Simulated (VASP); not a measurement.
Level of theory: TPSS meta-GGA, VASP's PBE PAW potentials (set 64) (plane waves; VASP 6.6.1).

Input for VASP

File KPOINTS:
```
Automatic
0
gamma
  9 9 9
```

### INCAR
```
EDIFF = 1E-6
ALGO = Normal   # blocked Davidson
EDIFFG = -0.01   # ionic stop
NSW = 60
SYSTEM = BP
NELM = 100   # most electronic steps
ENCUT = 520   # plane-wave cut-off (eV)
ISMEAR = 0
LMIXTAU = .TRUE.
PREC = Accurate
LREAL = .FALSE.   # projection in real space or not
LASPH = .TRUE.   # aspherical one-centre terms
SIGMA = 0.05
LWAVE = .FALSE.
ISIF = 3   # ions, shape and volume
IBRION = 2   # conjugate gradients
LCHARG = .FALSE.
METAGGA = TPSS
```

POSCAR:
```
BP
1
    0.0000000000     2.2700000000     2.2700000000
    2.2700000000     0.0000000000     2.2700000000
    2.2700000000     2.2700000000     0.0000000000
B P
1 1
Direct
  0.0000000000   0.0000000000   0.0000000000
  0.2500000000   0.2500000000   0.2500000000
```

POTCAR, in this order: B P (PBE.64 set). Program: vasp_std.

Q: Predict the energy per atom (σ→0), volume per atom.

A: 
| Quantity | Result |
|---|---|
| energy per atom (σ→0) | -9.393 eV/atom |
| volume per atom | 11.73 Å³/atom |

OSZICAR:
```
...
DAV:   1    -0.187855115711E+02   -0.83132E-04   -0.18978E-03   624   0.354E-01    0.591E-02
DAV:   2    -0.187855188100E+02   -0.72389E-05   -0.90377E-05   824   0.659E-02    0.341E-02
DAV:   3    -0.187855016235E+02    0.17186E-04   -0.41886E-05   616   0.418E-02    0.749E-03
DAV:   4    -0.187855075068E+02   -0.58833E-05   -0.34307E-06   648   0.195E-02    0.868E-03
DAV:   5    -0.187855063402E+02    0.11667E-05   -0.46532E-06   664   0.178E-02    0.292E-03
DAV:   6    -0.187855085486E+02   -0.22085E-05   -0.18233E-06   648   0.142E-02    0.206E-03
DAV:   7    -0.187855087658E+02   -0.21718E-06   -0.19630E-07   280   0.477E-03
   3 F= -.18785509E+02 E0= -.18785509E+02  d E =-.124217E-03
```

The compound is BP in the zinc blende structure. This run relaxes it. Symmetry was kept, so distortions that lower it aren't found.
